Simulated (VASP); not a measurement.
# MoI (F-43m) in VASP: settings compared

The runs below take MoI through relaxation of cell and atoms, single point, with PBE+U, PBE, HSE(alpha, omega).

Program: VASP 6.6.1. These are calculated values, not measurements. Logs are shortened: lines on timing, memory, paths and dates and some standing lists are left out, and cuts for length are marked.

### 1 Starting point

It takes space group F-43m (No. 216, cubic). The conventional cell has a = 6.358 Å, b = 6.358 Å, c = 6.358 Å, α = 90.00°, β = 90.00°, γ = 90.00°. Around Mo (site symmetry -43m) lie 4 I at 2.75 Å. Around I (site symmetry -43m) lie 4 Mo at 2.75 Å.

The cell was built by a generator and needn't be a form met in nature.

### 2 Relaxation of cell and atoms, PBE+U

INCAR reads:

```
  PREC = Accurate
  ENCUT = 600
  EDIFF = 1E-7
  ISMEAR = -1
  SIGMA = 0.05
  LREAL = F
  LASPH = T
  NELM = 100
  ALGO = Normal
  ISIF = 3
  LWAVE = F
  LCHARG = F
  LMAXMIX = 4
  LDAU = T
  LDAUTYPE = 2
  LDAUL = 2 -1
  LDAUU = 5 0
  LDAUJ = 0 0
  LDAUPRINT = 1
  GGA = PE
  IBRION = 2
  NSW = 60
  EDIFFG = -0.01
```

KPOINTS reads:

```
Automatic mesh
0
Gamma
  7 7 7
```

POSCAR reads:

```
MoI
1.0
    0.0000000000      3.1788513800      3.1788513800
    3.1788513800      0.0000000000      3.1788513800
    3.1788513800      3.1788513800      0.0000000000
Mo I
1 1
Direct
    0.0000000000      0.0000000000      0.0000000000
    0.7500000000      0.7500000000      0.7500000000
```

Potentials or basis: VASP PAW PBE potentials, release 64 (Mo_sv, I).

Run with:

```bash
$ cat potpaw_PBE.64/Mo_sv/POTCAR potpaw_PBE.64/I/POTCAR > POTCAR
$ mpirun -np 1 vasp_std > vasp.out
```

OUTCAR:

```text
PREC = Accurate
   ENCUT = 600
   EDIFF = 1E-7
   ISMEAR = -1
   LREAL = F
   LASPH = T
   NELM = 100
   ISIF = 3
   GGA = PE
   IBRION = 2
   NSW = 60
   EDIFFG = -0.01

 ion  position               nearest neighbor table
   1  0.000  0.000  0.000-   2 2.75   2 2.75   2 2.75   2 2.75
   2  0.750  0.750  0.750-   1 2.75   1 2.75   1 2.75   1 2.75

  LATTYP: Found a face centered cubic cell.
 ALAT       =     6.3577027600

  Lattice vectors:

 A1 = (   0.0000000000,   3.1788513800,   3.1788513800)
 A2 = (   3.1788513800,   0.0000000000,   3.1788513800)
 A3 = (   3.1788513800,   3.1788513800,   0.0000000000)

Analysis of symmetry for initial positions (statically):
=====================================================================
 Subroutine PRICEL returns:
 Original cell was already a primitive cell.

 Routine SETGRP: Setting up the symmetry group for a
 face centered cubic supercell.

 Subroutine GETGRP returns: Found 24 space group operations
 (whereof 24 operations were pure point group operations)
 out of a pool of 48 trial point group operations.

The static configuration has the point symmetry T_d .

Analysis of symmetry for dynamics (positions and initial velocities):
=====================================================================
 Subroutine PRICEL returns:
 Original cell was already a primitive cell.

 Routine SETGRP: Setting up the symmetry group for a
 face centered cubic supercell.

 Subroutine GETGRP returns: Found 24 space group operations
 (whereof 24 operations were pure point group operations)
 out of a pool of 48 trial point group operations.

The dynamic configuration has the point symmetry T_d .

 Subroutine INISYM returns: Found 24 space group operations
 (whereof 24 operations are pure point group operations),
 and found     1 'primitive' translations

----------------------------------------------------------------------------------------

                                     Primitive cell

  volume of cell :      64.2452

  direct lattice vectors                    reciprocal lattice vectors
[... 131 lines left out ...]
  ext. energy  EPLUGINS =         0.00000000
  ---------------------------------------------------
  free energy    TOTEN  =        -4.69012481 eV

  energy without entropy =       -4.67959936  energy(sigma->0) =       -4.68486208

------------------------ aborting loop because EDIFF is reached ----------------------------------------

  FORCE on cell =-STRESS in cart. coord.  units (eV):
  Direction    XX          YY          ZZ          XY          YZ          ZX
  --------------------------------------------------------------------------------------
  -------------------------------------------------------------------------------------
  Total       -0.2196875     -0.2196875     -0.2196875      0.0000000      0.0000000     -0.0000000
  in kB       -5.4786720     -5.4786720     -5.4786720      0.0000000      0.0000000     -0.0000000
  external PRESSURE =      -5.4786720 kB  Pullay stress =       0.0000000 kB
[... 53 lines left out ...]
  FREE ENERGIE OF THE ION-ELECTRON SYSTEM (eV)
  ---------------------------------------------------
  free  energy   TOTEN  =        -4.6912554548 eV

  energy  without entropy=       -4.6808911274  energy(sigma->0) =       -4.68607329

atom =   1  type =  1  l = 2

 onsite density matrix

spin component  1

  0.1694 -0.0000  0.0000 -0.0000  0.0000
 -0.0000  0.1694  0.0000 -0.0000  0.0000
  0.0000  0.0000  0.7705 -0.0000  0.0000
 -0.0000 -0.0000 -0.0000  0.1694 -0.0000
  0.0000  0.0000  0.0000 -0.0000  0.7705

spin component  2

  0.1694 -0.0000  0.0000 -0.0000  0.0000
 -0.0000  0.1694  0.0000 -0.0000  0.0000
  0.0000  0.0000  0.7705 -0.0000  0.0000
 -0.0000 -0.0000 -0.0000  0.1694 -0.0000
  0.0000  0.0000  0.0000 -0.0000  0.7705

 occupancies and eigenvectors

  o =  0.1694  v =  1.0000  0.0000  0.0000  0.0000  0.0000  0.0000  0.0000  0.0000  0.0000  0.0000      0.0000  0.0000  0.0000  0.0000  0.0000  0.0000  0.0000  0.0000  0.0000  0.0000
  o =  0.1694  v =  0.0000  0.1765  0.0000  0.9843 -0.0000  0.0000  0.0000  0.0000  0.0000  0.0000      0.0000  0.0000  0.0000  0.0000  0.0000  0.0000  0.0000  0.0000  0.0000  0.0000
  o =  0.1694  v =  0.0000 -0.9843 -0.0000  0.1765 -0.0000  0.0000  0.0000  0.0000  0.0000  0.0000      0.0000  0.0000  0.0000  0.0000  0.0000  0.0000  0.0000  0.0000  0.0000  0.0000
  o =  0.1694  v =  0.0000  0.0000  0.0000  0.0000  0.0000  1.0000  0.0000  0.0000  0.0000  0.0000      0.0000  0.0000  0.0000  0.0000  0.0000  0.0000  0.0000  0.0000  0.0000  0.0000
  o =  0.1694  v =  0.0000  0.0000  0.0000  0.0000  0.0000  0.0000  0.1765  0.0000  0.9843 -0.0000      0.0000  0.0000  0.0000  0.0000  0.0000  0.0000  0.0000  0.0000  0.0000  0.0000
  o =  0.1694  v =  0.0000  0.0000  0.0000  0.0000  0.0000  0.0000 -0.9843 -0.0000  0.1765 -0.0000      0.0000  0.0000  0.0000  0.0000  0.0000  0.0000  0.0000  0.0000  0.0000  0.0000
  o =  0.7705  v =  0.0000  0.0000  0.0000  0.0000  0.0000  0.0000  0.0000 -0.9999  0.0000 -0.0127      0.0000  0.0000  0.0000  0.0000  0.0000  0.0000  0.0000  0.0000  0.0000  0.0000
  o =  0.7705  v =  0.0000  0.0000 -0.9999  0.0000 -0.0127  0.0000  0.0000  0.0000  0.0000  0.0000      0.0000  0.0000  0.0000  0.0000  0.0000  0.0000  0.0000  0.0000  0.0000  0.0000
  o =  0.7705  v =  0.0000  0.0000  0.0000  0.0000  0.0000  0.0000 -0.0000 -0.0127  0.0000  0.9999      0.0000  0.0000  0.0000  0.0000  0.0000  0.0000  0.0000  0.0000  0.0000  0.0000
  o =  0.7705  v =  0.0000 -0.0000 -0.0127  0.0000  0.9999  0.0000  0.0000  0.0000  0.0000  0.0000      0.0000  0.0000  0.0000  0.0000  0.0000  0.0000  0.0000  0.0000  0.0000  0.0000

--------------------------------------- Ionic step        3  -------------------------------------------

 number of electron      20.9999998 magnetization

 Free energy of the ion-electron system (eV)
  ---------------------------------------------------
  ext. energy  EPLUGINS =         0.00000000
  ---------------------------------------------------
  free energy    TOTEN  =        -4.69142603 eV

  energy without entropy =       -4.68101484  energy(sigma->0) =       -4.68622044

 E-fermi :   6.3950     XC(G=0):  -9.1943

 val. band max:        6.1659560553   @ k =  -0.2857   0.2857   0.0000
 cond. band min:       6.4052274561   @ k =  -0.4286   0.1429   0.0000
 fundamental gap:      0.2392714008
 Fermi energy:         6.3949909593

 k-point     1 :       0.0000    0.0000    0.0000
  band No.  band energies     occupation
      1     -54.6981      2.00000
      2     -28.8327      2.00000
      3     -28.8326      2.00000
      4     -28.8326      2.00000
      5      -8.7959      2.00000
      6       1.4356      2.00000
      7       1.4356      2.00000
      8       1.4356      2.00000
      9       4.4161      2.00000
     10       4.4162      2.00000
     11       6.4657      0.39146
     12       9.5137      0.00000
     13       9.5137      0.00000
     14       9.5138      0.00000
[... 350 lines left out ...]
  FREE ENERGIE OF THE ION-ELECTRON SYSTEM (eV)
  ---------------------------------------------------
  free  energy   TOTEN  =        -4.6914260318 eV

  energy  without entropy=       -4.6810148401  energy(sigma->0) =       -4.68622044

 reached required accuracy - stopping structural energy minimisation
```

CONTCAR:

```text
MoI
   1.00000000000000
    -0.0000000000000000    3.1664310694490352    3.1664310694490352
     3.1664310694490352   -0.0000000000000000    3.1664310694490352
     3.1664310694490352    3.1664310694490352    0.0000000000000000
  Mo              I
     1     1
Direct
     0.0000000000000000    0.0000000000000000    0.0000000000000000
     0.7500000000000000    0.7500000000000000    0.7500000000000000

  0.00000000E+00  0.00000000E+00  0.00000000E+00
  0.00000000E+00  0.00000000E+00  0.00000000E+00
```

Run time: 27 s. Hardware: 1 thread of Intel Xeon 6975P-C (Granite Rapids), shared host; peak memory 0.21 GiB.

Results:

| Item | Value |
| --- | --- |
| Free energy | -4.6914 eV |
| Relaxed volume | 31.75 Å³/atom |
| Relaxed cell | a = 4.478 Å, b = 4.478 Å, c = 4.478 Å, α = 60.00°, β = 60.00°, γ = 60.00° |
| Space group after relaxing (to 0.05 Å) | F-43m (No. 216) |
| Energy gained by relaxing | 0.7 meV/atom |
| Ionic steps | 3 |
| Pressure after relaxing | 0.0 GPa |
| Band gap on the k mesh | none (metal or under the smearing width) |

Step by step:
```csv
step,energy change (eV),largest force (eV/Å),pressure (GPa),volume (Å³)
1,0.0000,0.0000,-0.55,64.25
2,-0.0011,0.0000,0.21,63.23
3,-0.0013,0.0000,0.01,63.50
```

Final structure:
```xyz
2
Lattice="0.0000 3.1664 3.1664 3.1664 0.0000 3.1664 3.1664 3.1664 0.0000" Properties=species:S:1:pos:R:3 pbc="T T T"
Mo    0.0000    0.0000    0.0000
I     4.7496    4.7496    4.7496
```

Eigenvalues of the final occupation matrices:
```tsv
site	spin	trace	eigenvalues
site 1 d	1	2.05	0.17 0.17 0.17 0.77 0.77
site 1 d	2	2.05	0.17 0.17 0.17 0.77 0.77
```

Caveat: an odd number of electrons without spin polarisation forces a metal; a magnetic or distorted state may lie lower; U without spin polarisation on a metal has little footing. Spin-orbit coupling is left out, which matters for the levels of I.

### 3 Relaxation of cell and atoms, PBE+U

INCAR: that of step 2 with these lines changed.

```diff
@@ -16,3 +16,3 @@
   LDAUL = 2 -1
-  LDAUU = 5 0
+  LDAUU = 6 0
   LDAUJ = 0 0
```

KPOINTS is that of step 2.

POSCAR is that of step 2.

Potentials or basis: VASP PAW PBE potentials, release 64 (Mo_sv, I).

Run with:

```bash
$ cat potpaw_PBE.64/Mo_sv/POTCAR potpaw_PBE.64/I/POTCAR > POTCAR
$ mpirun -np 1 vasp_std > vasp.out
```

It took 28 s on 1 thread of Intel Xeon 6975P-C (Granite Rapids), shared host; peak memory 0.22 GiB.

It converged, with:

| Item | Value |
| --- | --- |
| Free energy | -3.9572 eV |
| Relaxed volume | 32.84 Å³/atom |
| Relaxed cell | a = 4.529 Å, b = 4.529 Å, c = 4.529 Å, α = 60.00°, β = 60.00°, γ = 60.00° |
| Space group after relaxing (to 0.05 Å) | F-43m (No. 216) |
| Energy gained by relaxing | 2.3 meV/atom |
| Ionic steps | 3 |
| Pressure after relaxing | 0.0 GPa |
| Band gap on the k mesh | none (metal or under the smearing width) |

Step by step:
```csv
step,energy change (eV),largest force (eV/Å),pressure (GPa),volume (Å³)
1,0.0000,0.0000,1.06,64.25
2,-0.0039,0.0000,-0.39,66.25
3,-0.0046,0.0000,0.00,65.67
```

Final structure:
```xyz
2
Lattice="0.0000 3.2022 3.2022 3.2022 0.0000 3.2022 3.2022 3.2022 0.0000" Properties=species:S:1:pos:R:3 pbc="T T T"
Mo    0.0000    0.0000    0.0000
I     4.8033    4.8033    4.8033
```

Levels at points of the mesh, in eV from the Fermi level:
```csv
k point,band 8,band 9,band 10,band 11,band 12,band 13
"(0.00, 0.00, 0.00)",-5.00,-2.54,-2.54,-0.22,3.06,3.06
```

Eigenvalues of the final occupation matrices:
```
    site  spin  trace               eigenvalues
site 1 d     1   2.04  0.15 0.15 0.15 0.80 0.80
site 1 d     2   2.04  0.15 0.15 0.15 0.80 0.80
```

Caveat: an odd number of electrons without spin polarisation forces a metal; a magnetic or distorted state may lie lower; U without spin polarisation on a metal has little footing.

### 4 Relaxation of cell and atoms, PBE+U

INCAR: that of step 3 with these lines changed.

```diff
@@ -16,3 +16,3 @@
   LDAUL = 2 -1
-  LDAUU = 6 0
+  LDAUU = 8 0
   LDAUJ = 0 0
```

KPOINTS is that of step 3.

POSCAR is that of step 3.

Run with:

```bash
$ cat potpaw_PBE.64/Mo_sv/POTCAR potpaw_PBE.64/I/POTCAR > POTCAR
$ mpirun -np 1 vasp_std > vasp.out
```

Run time: 29 s. Hardware: 1 thread of Intel Xeon 6975P-C (Granite Rapids), shared host; peak memory 0.22 GiB.

It converged, with:

```
Free energy                            : -2.7162 eV
Relaxed volume                         : 35.28 Å³/atom
Relaxed cell                           : a = 4.638 Å, b = 4.638 Å, c = 4.638 Å, α = 60.00°, β = 60.00°, γ = 60.00°
Space group after relaxing (to 0.05 Å) : F-43m (No. 216)
Energy gained by relaxing              : 35.2 meV/atom
Ionic steps                            : 3
Pressure after relaxing                : 0.0 GPa
Band gap on the k mesh                 : none (metal or under the smearing width)
```

Step by step:
```csv
step,energy change (eV),largest force (eV/Å),pressure (GPa),volume (Å³)
1,0.0000,0.0000,3.98,64.25
2,-0.0681,0.0000,-0.56,71.96
3,-0.0704,0.0000,0.04,70.57
```

Final structure:
```
Mo I
1.0
     0.00000    3.27989    3.27989
     3.27989    0.00000    3.27989
     3.27989    3.27989    0.00000
Mo I
1 1
Direct
  0.00000 0.00000 0.00000
  0.75000 0.75000 0.75000
```

Levels at points of the mesh, in eV from the Fermi level:
```csv
k point,band 8,band 9,band 10,band 11,band 12,band 13
"(0.00, 0.00, 0.00)",-5.08,-3.77,-3.77,-0.76,3.02,3.02
```

Eigenvalues of the final occupation matrices:
| site | spin | trace | eigenvalues |
| --- | --- | --- | --- |
| site 1 d | 1 | 2.01 | 0.11 0.11 0.11 0.85 0.85 |
| site 1 d | 2 | 2.01 | 0.11 0.11 0.11 0.85 0.85 |

Caveat: an odd number of electrons without spin polarisation forces a metal; a magnetic or distorted state may lie lower; U without spin polarisation on a metal has little footing. Spin-orbit coupling is left out, which matters for the levels of I.

### 5 Relaxation of cell and atoms, PBE

INCAR reads:

```
PREC = Accurate
ENCUT = 600
EDIFF = 0.001
ISMEAR = -1
SIGMA = 0.05
LREAL = F
LASPH = T
NELM = 100
ALGO = Normal
ISIF = 3
LWAVE = F
LCHARG = F
GGA = PE
IBRION = 2
NSW = 60
EDIFFG = -0.01
```

KPOINTS is that of step 4.

POSCAR is that of step 4.

Run with:

```bash
$ cat potpaw_PBE.64/Mo_sv/POTCAR potpaw_PBE.64/I/POTCAR > POTCAR
$ mpirun -np 1 vasp_std > vasp.out
```

Run time: 18 s. Hardware: 1 thread of Intel Xeon 6975P-C (Granite Rapids), shared host; peak memory 0.22 GiB.

The run converged, but some of its settings lie outside the range that counts as converged (typed here: EDIFF = 0.001), so its numbers aren't taken as properties of the crystal.

What came out:

```yaml
Free_energy: -9.6339 eV
Relaxed_volume: 28.18 Å³/atom
Relaxed_cell: a = 4.303 Å, b = 4.303 Å, c = 4.303 Å, α = 60.00°, β = 60.00°, γ = 60.00°
Space_group_after_relaxing_to_0.05_Å: F-43m (No. 216)
Energy_gained_by_relaxing: 105.8 meV/atom
Ionic_steps: 3
Pressure_after_relaxing: 0.0 GPa
Band_gap_on_the_k_mesh: none (metal or under the smearing width)
```

Caveat: an odd number of electrons without spin polarisation forces a metal; a magnetic or distorted state may lie lower.

### 6 Single point, HSE(alpha, omega)

POSCAR is that of step 5.

INCAR.step1 reads:

```
SYSTEM = MoI
PREC = Accurate ; ENCUT = 520
EDIFF = 1E-5 ; ISMEAR = -1
SIGMA = 0.05 ; LREAL = .False.
LASPH = .True. ; NELM = 100
ALGO = Normal ; ISIF = 2
LWAVE = .True. ; LCHARG = .False.
NBANDS = 18 ; GGA = PE
```

INCAR.step2 reads:

```
SYSTEM = MoI
PREC = Accurate ; ENCUT = 520
EDIFF = 1E-6 ; ISMEAR = -1
SIGMA = 0.05 ; LREAL = .False.
LASPH = .True. ; NELM = 100
ALGO = Normal ; ISIF = 2
LWAVE = .False. ; LCHARG = .False.
GGA = PE ; LHFCALC = .True.
HFSCREEN = 0.2 ; AEXX = 0.05
PRECFOCK = Fast ; NBANDS = 18
ISTART = 1
```

KPOINTS reads:

```
regular mesh
0
Gamma
  4 4 4
  0 0 0
```

Potentials or basis: VASP PAW PBE potentials, release 64 (Mo_sv, I).

Run with:

```bash
$ cat potpaw_PBE.64/Mo_sv/POTCAR potpaw_PBE.64/I/POTCAR > POTCAR
$ cp INCAR.step1 INCAR
$ mpirun -np 1 vasp_std > vasp.out
$ cp INCAR.step2 INCAR
$ mpirun -np 1 vasp_std > vasp.out
```

Wall time 3.5 min (1 thread of Intel Xeon Platinum 8559C (Emerald Rapids), shared host); peak memory 0.3 GiB.

The run converged. Its results:

```
Free energy            : -9.8648 eV
Pressure               : -8.0 GPa
Band gap on the k mesh : none (metal or under the smearing width)
```

Levels at points of the mesh, in eV from the Fermi level:
```csv
k point,band 8,band 9,band 10,band 11,band 12,band 13
"(0.00, 0.00, 0.00)",-4.94,-0.44,-0.44,0.63,2.70,2.70
"(0.50, 0.00, 0.00)",-4.78,-0.25,-0.25,-0.12,1.36,1.36
"(0.50, 0.50, 0.00)",-4.61,-0.95,-0.34,0.06,0.47,0.47
```

Caveat: the k mesh is coarse (spacing up to 0.43 Å⁻¹), so the values aren't converged, least of all with exact exchange; the PAW data sets were made with another functional, which shifts forces and pressure a little; an odd number of electrons without spin polarisation forces a metal; a magnetic or distorted state may lie lower. The run has no spin-orbit coupling, so splittings on I are missing.

### 7 Overview

| task | level | U | cell | k mesh | cutoff (eV) | share of exact exchange | grid for exact exchange (PRECFOCK) | mesh quality | gap on the mesh (eV) | pressure (GPa) | relaxed volume (Å³/atom) |
| --- | --- | --- | --- | --- | --- | --- | --- | --- | --- | --- | --- |
| relaxation of cell and atoms | PBE+U | Mo d U = 5 eV | relaxed | 7 × 7 × 7 | 600 | - | - | not flagged | none | 0.0 | 31.75 |
| relaxation of cell and atoms | PBE+U | Mo d U = 6 eV | relaxed | 7 × 7 × 7 | 600 | - | - | not flagged | none | 0.0 | 32.84 |
| relaxation of cell and atoms | PBE+U | Mo d U = 8 eV | relaxed | 7 × 7 × 7 | 600 | - | - | not flagged | none | 0.0 | 35.28 |
| single point | HSE(alpha, omega) | - | as given | 4 × 4 × 4 | 520 | 0.05 | Fast | coarse | none | -8.0 | - |

Alike in all rows: potentials or basis VASP PAW PBE potentials, release 64 (Mo_sv, I); no spin polarisation; smearing fermi-dirac 0.05 eV.

Caveats: some runs use coarse meshes; an odd number of electrons without spin polarisation forces a metal; a magnetic or distorted state may lie lower; U without spin polarisation on a metal has little footing (some runs); the PAW data sets were made with another functional, which shifts forces and pressure a little (some runs).

Absolute energies hang on the potentials; compare differences alone.
